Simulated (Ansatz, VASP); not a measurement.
# Cross-check of H39C35N11 (amorphous polyacrylonitrile at 300 K) between VASP and Ansatz, part 2 of 3

One calculation is typed for both programs; each brings its own data sets. How far apart do they land? Of the first pair: The structure shown is the start of the Ansatz relaxation below; VASP solves that cell, so the two are compared at the walk's first step.

VASP 6.6.1 and Ansatz 0.2.0.

So far: The structure; Ansatz: relaxation, PBE with D3(BJ).

**3. VASP: single point, PBE with D3(BJ), start cell, pair 1**

Level of this step: PBE with D3(BJ), spin-polarised from a ferromagnetic start; plane waves and PAW (C, N, H) (VASP).

The same cell, functional, mesh and smearing now go to VASP, with its own data sets.

Lines of VASP's logs that name or quote its potential files are left out, and so is its time.

INCAR reads:

```
SYSTEM = H39C35N11
PREC = Accurate
ENCUT = 520
EDIFF = 1E-06
NELM = 200
ISMEAR = -1
SIGMA = 0.01
LREAL = Auto
ALGO = Normal
GGA = PE
IVDW = 12
NELECT = 469
NBANDS = 353
ISPIN = 2
MAGMOM = 0 0 0 0 0 -0 0 0 0 0 0 -0 0 0 0 0 0 0 0 0 -0 0 0 0 -0 0 0 0 0 0 0 0 0 0 0 0 0 0 0 0 -0 0 0 0 0 -0 0 0 0 0 0 0 0.02 0.04 0 0 0 0 -0 0 0 0 0 0 0 0 0 0 0 0 0 0 0 0 0 0 0 0 0 0.01 0 0 0 0 0 0.01 0.1 0 0 0 0 0 0 0 -0 -0 0 0 0 0 0 0 -0 -0 0 0 0 0 0 0 0 0 0 0 -0 0 -0 0 -0 0 0 -0 0 0 0 0 -0 0 0 -0 0 0 0 0 0 0 0 0 -0 -0 0 0 0 0 -0 0 -0 0 0 -0 0 0 0 0 0 -0 0 -0 0 0 0 0 0 0 0 -0 0 0 -0 0
LORBIT = 11
LWAVE = .FALSE.
LCHARG = .FALSE.
ISIF = 2
LASPH = .TRUE.
GGA_COMPAT = .FALSE.
```

POSCAR reads:

```
H39C35N11
1.0
   12.0328200000      0.0000000000      0.0000000000
    0.0000000000     12.0328200000      0.0000000000
    0.0000000000      0.0000000000     12.0328200000
C N H
70 22 78
Direct
    0.8304869515      0.8050066402      0.2390129662
    0.8660895783      0.9266905015      0.2389797238
    0.9396633541      0.9595090760      0.3388482500
    0.8902568143      0.9241806991      0.4442183960
    0.9666894377      0.0847266061      0.3502171561
    0.0186739268      0.1397178716      0.2467085854
    0.9367629533      0.1573363517      0.1590400255
    0.0721027988      0.2552186437      0.2692884960
    0.1506629369      0.2573212264      0.3713094686
    0.0846102576      0.2755297594      0.4710200934
    0.2445228965      0.3455216649      0.3628409633
    0.2208875392      0.4606401492      0.4149068963
    0.2423205865      0.4627759744      0.5345297279
    0.2967882840      0.5485995801      0.3613201228
    0.2870814988      0.6668428515      0.4084911101
    0.1736168247      0.7065093636      0.3926594098
    0.3781324743      0.7413224830      0.3581039191
    0.3793208907      0.8622833218      0.4007788698
    0.2948934664      0.9287432206      0.3446324303
    0.4952371929      0.9172662767      0.3973382798
    0.5393997417      0.9637807264      0.2862421278
    0.5363996137      0.8825528845      0.1961468716
    0.4832117492      0.0737898514      0.2498998572
    0.5620960008      0.1559817233      0.1909776761
    0.6523325372      0.1850937685      0.2666291027
    0.4950377385      0.2588171351      0.1553916704
    0.5625032204      0.3525524358      0.0991870567
    0.5947317420      0.3175481724      0.9879728941
    0.5035810392      0.4666819582      0.1020791469
    0.3958589923      0.4862368090      0.0337992258
[... 134 atom lines left out ...]
    0.1509205656      0.2634128991      0.8599895951
    0.1210522554      0.2721639649      0.7170721410
    0.3151131655      0.3165924530      0.7587664405
    0.3392222272      0.1816282467      0.9215711695
    0.4514070683      0.1794591791      0.8248939151
    0.3509817316      0.0710639734      0.8244700743
```

KPOINTS reads:

```
Automatic mesh
0
Gamma
1 1 1
0 0 0
```

Potentials, in the order of the species: C, N and H (PBE family, release 64).

Command:

```bash
$ export OMP_NUM_THREADS=3
$ mpirun -np 1 vasp_gam
```

Numbers of over 12 decimals in the logs are rounded to 6 here.

Output:

```text
[banner, memory and clock lines left out]
running    1 mpi-ranks, on    1 nodes
[...]
Offloading initialized ...    1 GPUs detected
[...]
LDA part: xc-table for (Slater+PW92), standard interpolation
 POSCAR, INCAR and KPOINTS ok, starting setup
[...]
entering main loop
       N       E                     dE             d eps       ncg     rms          rms(c)
DAV:   1     0.326306333959E+04    0.32631E+04   -0.24620E+05  1444   0.124E+03
DAV:   2    -0.791593174129E+03   -0.40547E+04   -0.38488E+04  1790   0.292E+02
DAV:   3    -0.116651050076E+04   -0.37492E+03   -0.37057E+03  1784   0.897E+01
DAV:   4    -0.117617196149E+04   -0.96615E+01   -0.96020E+01  1760   0.162E+01
DAV:   5    -0.117648922365E+04   -0.31726E+00   -0.31668E+00  1880   0.275E+00BRMIX: very serious problems
 the old and the new charge density differ
 old charge density:   468.00000 new  469.00000
    0.560E+01
DAV:   6    -0.109894574889E+04    0.77543E+02   -0.12247E+02  1600   0.164E+01    0.304E+01
DAV:   7    -0.108443376140E+04    0.14512E+02   -0.34431E+01  1752   0.970E+00    0.147E+01
DAV:   8    -0.108278376445E+04    0.16500E+01   -0.63278E+00  1656   0.457E+00    0.593E+00
DAV:   9    -0.108275666671E+04    0.27098E-01   -0.11756E+00  1736   0.185E+00    0.177E+00
[...]
DAV:  19    -0.108277530643E+04    0.83529E-05   -0.20851E-05  1712   0.963E-03    0.663E-03
DAV:  20    -0.108277530442E+04    0.20037E-05   -0.72789E-06  1584   0.517E-03    0.464E-03
DAV:  21    -0.108277530371E+04    0.71419E-06   -0.23694E-06  1240   0.338E-03
   1 F= -.10944334E+04 E0= -.10944317E+04  d E =-.343097E-02  mag=     0.9748
```

Parts of OUTCAR (step 3):

```text
 magnetization (x)
# of ion       s       p       d       tot
------------------------------------------
    1        0.000   0.000   0.000   0.000
    2        0.000   0.000   0.000   0.000
    3        0.000   0.000   0.000   0.000
    4        0.000   0.001   0.000   0.001
    5        0.000   0.000   0.000   0.000
    6       -0.000  -0.000   0.000  -0.000
[...]
168        0.000   0.000   0.000   0.000
  169       -0.000   0.000   0.000   0.000
  170       -0.000   0.001   0.000   0.001
--------------------------------------------------
tot          0.065   0.316   0.000   0.381
```

The run ends at a pressure of 1.33 GPa, with forces up to 1.3 eV/Å.

**4. Differences**

Known differences besides the potentials themselves: VASP starts from the moments at which Ansatz ended; the cutoff is 420 eV in Ansatz and 520 eV in VASP (PREC = Accurate, projectors in real space). Total energies have different zeros and are not compared.

Forces on 10 of the 170 atoms, those with the largest forces and the largest differences (eV/Å; atoms numbered as in POSCAR):

```
atom          Ansatz x, y, z            VASP x, y, z
 C25  -0.229, -0.024, -0.148  -0.541, -0.122, -0.427
 C31     0.370, 0.782, 0.259     0.642, 1.090, 0.233
 C51    0.143, -0.474, 0.706    0.197, -0.772, 0.990
 C54    -0.208, 0.195, 0.798    -0.334, 0.469, 1.096
 N75   -0.588, 0.063, -0.066   -0.998, 0.162, -0.116
 N78     0.181, 0.046, 0.148     0.490, 0.139, 0.430
 N80  -0.389, -0.639, -0.064  -0.660, -0.954, -0.039
 N82   0.007, -0.029, -0.030  -0.253, -0.118, -0.357
 N86   -0.138, 0.568, -0.662   -0.191, 0.867, -0.946
 N87   0.253, -0.413, -0.693   0.377, -0.686, -0.992
```

The forces differ by 122 meV/Å r.m.s., which is 57.0 % of the r.m.s. force of 0.213 eV/Å (both taken over all components). Moments aren't recorded for both runs of this pair, so they may hold unlike magnetic states. The cell carries a charge of -1 e against a uniform background, so its pressure also hangs on how the neutralising background is counted, and in a defect's cell a gap may be the spacing between its levels.

**5. Ansatz: relaxation, PBE with D3(BJ)**

This run makes the geometry at which the two programs are then compared.

The structure compared here is the end of the Ansatz relaxation.

input.yaml reads:

```yaml
crystal:
  lattice:
    - [12.03282, 0.0, 0.0]
    - [0.0, 12.03282, 0.0]
    - [0.0, 0.0, 12.03282]
  atoms:
    - { symbol: C, position: [0.83049, 0.80501, 0.23901] }
    - { symbol: C, position: [0.86609, 0.92669, 0.23898] }
    - { symbol: C, position: [0.93966, 0.95951, 0.33885] }
    - { symbol: C, position: [0.89026, 0.92418, 0.44422] }
    - { symbol: "N", position: [0.85127, 0.89902, 0.52902] }
    - { symbol: C, position: [0.96669, 0.08473, 0.35022] }
    - { symbol: C, position: [0.01867, 0.13972, 0.24671] }
    - { symbol: C, position: [0.93676, 0.15734, 0.15904] }
    - { symbol: "N", position: [0.87074, 0.17722, 0.09142] }
    - { symbol: C, position: [0.0721, 0.25522, 0.26929] }
    - { symbol: C, position: [0.15066, 0.25732, 0.37131] }
    - { symbol: C, position: [0.08461, 0.27553, 0.47102] }
    - { symbol: "N", position: [0.02671, 0.29752, 0.5452] }
    - { symbol: C, position: [0.24452, 0.34552, 0.36284] }
    - { symbol: C, position: [0.22089, 0.46064, 0.41491] }
    - { symbol: C, position: [0.24232, 0.46278, 0.53453] }
    - { symbol: "N", position: [0.26881, 0.47405, 0.62675] }
    - { symbol: C, position: [0.29679, 0.5486, 0.36132] }
    - { symbol: C, position: [0.28708, 0.66684, 0.40849] }
    - { symbol: C, position: [0.17362, 0.70651, 0.39266] }
    - { symbol: "N", position: [0.08042, 0.72883, 0.38137] }
    - { symbol: C, position: [0.37813, 0.74132, 0.3581] }
    - { symbol: C, position: [0.37932, 0.86228, 0.40078] }
    - { symbol: C, position: [0.29489, 0.92874, 0.34463] }
    - { symbol: "N", position: [0.22954, 0.98035, 0.29594] }
    - { symbol: C, position: [0.49524, 0.91727, 0.39734] }
    - { symbol: C, position: [0.5394, 0.96378, 0.28624] }
    - { symbol: C, position: [0.5364, 0.88255, 0.19615] }
    - { symbol: "N", position: [0.53117, 0.81867, 0.12384] }
    - { symbol: C, position: [0.48321, 0.07379, 0.2499] }
    - { symbol: C, position: [0.5621, 0.15598, 0.19098] }
    - { symbol: C, position: [0.65233, 0.18509, 0.26663] }
    - { symbol: "N", position: [0.7217, 0.20568, 0.33035] }
    - { symbol: C, position: [0.49504, 0.25882, 0.15539] }
    - { symbol: C, position: [0.5625, 0.35255, 0.09919] }
    - { symbol: C, position: [0.59473, 0.31755, 0.98797] }
    - { symbol: "N", position: [0.61576, 0.2834, 0.90019] }
    - { symbol: C, position: [0.50358, 0.46668, 0.10208] }
    - { symbol: C, position: [0.39586, 0.48624, 0.0338] }
    - { symbol: C, position: [0.31504, 0.39635, 0.04431] }
    - { symbol: "N", position: [0.25196, 0.32345, 0.04989] }
    - { symbol: C, position: [0.34801, 0.60084, 0.06964] }
    - { symbol: C, position: [0.22334, 0.62622, 0.05372] }
    - { symbol: C, position: [0.14886, 0.55747, 0.1213] }
    - { symbol: "N", position: [0.08673, 0.51174, 0.17937] }
    - { symbol: C, position: [0.19859, 0.74816, 0.08461] }
    - { symbol: H, position: [0.78451, 0.78433, 0.16315] }
    - { symbol: H, position: [0.77672, 0.78579, 0.31031] }
    - { symbol: H, position: [0.90273, 0.74957, 0.24358] }
    - { symbol: H, position: [0.91422, 0.94375, 0.16332] }
    - { symbol: H, position: [0.79343, 0.98218, 0.23625] }
    - { symbol: H, position: [0.01831, 0.9132, 0.33189] }
    - { symbol: H, position: [0.89216, 0.13083, 0.37512] }
    - { symbol: H, position: [0.02703, 0.09119, 0.41813] }
    - { symbol: H, position: [0.08362, 0.08432, 0.21363] }
    - { symbol: H, position: [0.12038, 0.27812, 0.19552] }
    - { symbol: H, position: [0.00723, 0.31865, 0.27799] }
    - { symbol: H, position: [0.19152, 0.17583, 0.3795] }
    - { symbol: H, position: [0.32019, 0.31184, 0.40046] }
    - { symbol: H, position: [0.26114, 0.35848, 0.27423] }
    - { symbol: H, position: [0.13358, 0.48417, 0.40022] }
    - { symbol: H, position: [0.38329, 0.52174, 0.36963] }
    - { symbol: H, position: [0.27537, 0.54948, 0.27317] }
    - { symbol: H, position: [0.30197, 0.66334, 0.49881] }
    - { symbol: H, position: [0.45746, 0.70302, 0.38165] }
    - { symbol: H, position: [0.37344, 0.7403, 0.26729] }
    - { symbol: H, position: [0.35526, 0.8617, 0.48889] }
    - { symbol: H, position: [0.5545, 0.85594, 0.42982] }
    - { symbol: H, position: [0.49659, 0.98674, 0.45615] }
    - { symbol: H, position: [0.62793, 0.98129, 0.30243] }
    - { symbol: H, position: [0.41236, 0.05759, 0.19503] }
    - { symbol: H, position: [0.45008, 0.11462, 0.32455] }
    - { symbol: H, position: [0.60011, 0.1166, 0.11737] }
    - { symbol: H, position: [0.4288, 0.22954, 0.10044] }
    - { symbol: H, position: [0.45644, 0.2944, 0.22976] }
    - { symbol: H, position: [0.63993, 0.36612, 0.1466] }
    - { symbol: H, position: [0.48545, 0.48142, 0.19019] }
    - { symbol: H, position: [0.56344, 0.53079, 0.07698] }
    - { symbol: H, position: [0.41657, 0.48892, 0.94449] }
    - { symbol: H, position: [0.39511, 0.66518, 0.02544] }
    - { symbol: H, position: [0.36919, 0.61303, 0.15721] }
    - { symbol: H, position: [0.20041, 0.60951, 0.96678] }
    - { symbol: H, position: [0.21223, 0.76237, 0.17344] }
    - { symbol: H, position: [0.25242, 0.80532, 0.03873] }
    - { symbol: H, position: [0.11188, 0.77, 0.0672] }
    - { symbol: C, position: [0.59602, 0.25561, 0.62544] }
    - { symbol: C, position: [0.59658, 0.38055, 0.64342] }
    - { symbol: C, position: [0.64425, 0.44433, 0.54256] }
    - { symbol: C, position: [0.57213, 0.42632, 0.44757] }
    - { symbol: "N", position: [0.51326, 0.40589, 0.37391] }
    - { symbol: C, position: [0.7637, 0.40713, 0.51511] }
    - { symbol: C, position: [0.83276, 0.49072, 0.44722] }
    - { symbol: C, position: [0.78873, 0.50374, 0.33457] }
    - { symbol: "N", position: [0.75039, 0.51439, 0.24657] }
    - { symbol: C, position: [0.84534, 0.60565, 0.50289] }
    - { symbol: C, position: [0.88023, 0.59642, 0.62675] }
    - { symbol: C, position: [0.78737, 0.62099, 0.70124] }
    - { symbol: "N", position: [0.71521, 0.64421, 0.76115] }
    - { symbol: C, position: [0.97786, 0.67403, 0.65359] }
    - { symbol: C, position: [0.01551, 0.66822, 0.77507] }
    - { symbol: C, position: [0.06599, 0.5622, 0.80625] }
    - { symbol: "N", position: [0.11428, 0.48433, 0.83668] }
    - { symbol: C, position: [0.09797, 0.76106, 0.80315] }
    - { symbol: C, position: [0.20588, 0.76066, 0.73244] }
    - { symbol: C, position: [0.19408, 0.84262, 0.64422] }
    - { symbol: "N", position: [0.18155, 0.91211, 0.57826] }
    - { symbol: C, position: [0.3058, 0.7864, 0.80781] }
    - { symbol: C, position: [0.41613, 0.81905, 0.75287] }
    - { symbol: C, position: [0.45439, 0.73775, 0.67121] }
    - { symbol: "N", position: [0.48265, 0.67528, 0.60323] }
    - { symbol: C, position: [0.50103, 0.84094, 0.84583] }
    - { symbol: C, position: [0.61255, 0.89616, 0.81294] }
    - { symbol: C, position: [0.60169, 0.95489, 0.70767] }
    - { symbol: "N", position: [0.58715, 0.0002, 0.62373] }
    - { symbol: C, position: [0.64783, 0.97389, 0.90853] }
    - { symbol: C, position: [0.76807, 0.01652, 0.90722] }
    - { symbol: C, position: [0.8444, 0.92343, 0.92181] }
    - { symbol: "N", position: [0.90188, 0.84742, 0.93741] }
    - { symbol: C, position: [0.79549, 0.09117, 0.80716] }
    - { symbol: C, position: [0.91061, 0.14871, 0.81861] }
    - { symbol: C, position: [0.8973, 0.26716, 0.79567] }
    - { symbol: "N", position: [0.88062, 0.36032, 0.777] }
    - { symbol: C, position: [0.99708, 0.09243, 0.7426] }
    - { symbol: C, position: [0.11961, 0.10342, 0.77799] }
    - { symbol: C, position: [0.13795, 0.04818, 0.88471] }
    - { symbol: "N", position: [0.15233, 0.00473, 0.96987] }
    - { symbol: C, position: [0.16554, 0.22317, 0.77959] }
    - { symbol: C, position: [0.29135, 0.22828, 0.75493] }
    - { symbol: C, position: [0.31301, 0.19191, 0.6408] }
    - { symbol: "N", position: [0.32877, 0.15946, 0.55116] }
    - { symbol: C, position: [0.36318, 0.16065, 0.83627] }
    - { symbol: H, position: [0.56197, 0.21323, 0.6981] }
    - { symbol: H, position: [0.68006, 0.22275, 0.61248] }
    - { symbol: H, position: [0.54554, 0.23152, 0.5535] }
    - { symbol: H, position: [0.51223, 0.41169, 0.65986] }
    - { symbol: H, position: [0.64797, 0.40246, 0.71555] }
    - { symbol: H, position: [0.64079, 0.53366, 0.56191] }
    - { symbol: H, position: [0.80695, 0.39205, 0.5939] }
    - { symbol: H, position: [0.76234, 0.3276, 0.47099] }
    - { symbol: H, position: [0.91619, 0.45382, 0.4388] }
    - { symbol: H, position: [0.90847, 0.6535, 0.45783] }
    - { symbol: H, position: [0.76793, 0.65324, 0.49574] }
    - { symbol: H, position: [0.90622, 0.51085, 0.64668] }
    - { symbol: H, position: [0.0463, 0.65173, 0.59756] }
    - { symbol: H, position: [0.95411, 0.76007, 0.63447] }
    - { symbol: H, position: [0.9431, 0.68086, 0.82978] }
    - { symbol: H, position: [0.05479, 0.84054, 0.79413] }
    - { symbol: H, position: [0.12016, 0.75612, 0.89103] }
    - { symbol: H, position: [0.21872, 0.67838, 0.69395] }
    - { symbol: H, position: [0.28291, 0.85528, 0.86317] }
    - { symbol: H, position: [0.31883, 0.71275, 0.85993] }
    - { symbol: H, position: [0.40338, 0.8969, 0.70594] }
    - { symbol: H, position: [0.45885, 0.89525, 0.90592] }
    - { symbol: H, position: [0.52042, 0.76343, 0.88966] }
    - { symbol: H, position: [0.67492, 0.83009, 0.8007] }
    - { symbol: H, position: [0.63427, 0.92761, 0.98592] }
    - { symbol: H, position: [0.59248, 0.04661, 0.90965] }
    - { symbol: H, position: [0.77907, 0.06874, 0.98191] }
    - { symbol: H, position: [0.7296, 0.15384, 0.80375] }
    - { symbol: H, position: [0.79332, 0.04447, 0.72887] }
    - { symbol: H, position: [0.93757, 0.14289, 0.90601] }
    - { symbol: H, position: [0.98925, 0.12479, 0.65775] }
    - { symbol: H, position: [0.97637, 0.00366, 0.73865] }
    - { symbol: H, position: [0.16661, 0.05562, 0.71541] }
    - { symbol: H, position: [0.15092, 0.26341, 0.85999] }
    - { symbol: H, position: [0.12105, 0.27216, 0.71707] }
    - { symbol: H, position: [0.31511, 0.31659, 0.75877] }
    - { symbol: H, position: [0.33922, 0.18163, 0.92157] }
    - { symbol: H, position: [0.45141, 0.17946, 0.82489] }
    - { symbol: H, position: [0.35098, 0.07106, 0.82447] }
total_charge: -1
kpoints:
  mp_grid: { grid: [1, 1, 1] }
hamiltonian:
  xc: pbe
  dispersion: d3bj
scf:
  occupations: { method: fermi_dirac, width: 0.01 }
  lower_state_search: "off"
output:
  forces: true
magnetization:
  spin_polarized: true
  initial_magnetization: 1
relax:
  f_tol: 0.05
  max_steps: 90
```

Command:

```bash
$ ansatz run input.yaml --threads 4 --pin off --max-ram 8192MiB --backend cpu --events-out ev --progress --plain --runs-dir out
```

Output:

```text
[...]
Crystal: 170 atoms, lattice volume = 1742.217 Å³
Basis set: ecut = 420 eV, 34049 PW (Γ), exchange–correlation on 162×162×162 points (8 copies of the dense FFT grid, shifted against one another)
Bands: 405, of which v1, the nominal top of the filled ones, is band 235 counted from 1 (234 counted from 0)
Symmetry: 1 space group operations
[...]
k-points: 1
[...]
Starting moments: Σ|m| = 1 μB on 170 of 170 sites
[...]
- { symbol: N, position: [0.143788, 0.019718, 0.984295] }
    - { symbol: C, position: [0.167484, 0.222288, 0.777768] }
    - { symbol: C, position: [0.293194, 0.226308, 0.752561667727] }
    - { symbol: C, position: [0.313720, 0.189588, 0.638362] }
    - { symbol: N, position: [0.328782, 0.159009, 0.547953] }
    - { symbol: C, position: [0.363976, 0.158436, 0.834519] }
[...]
- { symbol: H, position: [0.317646, 0.314455, 0.755668] }
    - { symbol: H, position: [0.339844, 0.180384, 0.919526] }
    - { symbol: H, position: [0.452433, 0.176377, 0.823739] }
    - { symbol: H, position: [0.351509, 0.068849, 0.822674] }
```

(Part 2 of 3 ends here.)

[Lines on the potential files, build, host, timing and source positions are cut from VASP's logs without a mark.]

[Logs are printed without paths, hosts, clocks, repeated set-up lines and the standing remarks that a program may print on its own settings, such as how far it seeks lower states.]

[Hosts, paths, dates, database ids (printed as entryN), source tags and the programs' standing remarks are cut or masked in the printed files.]
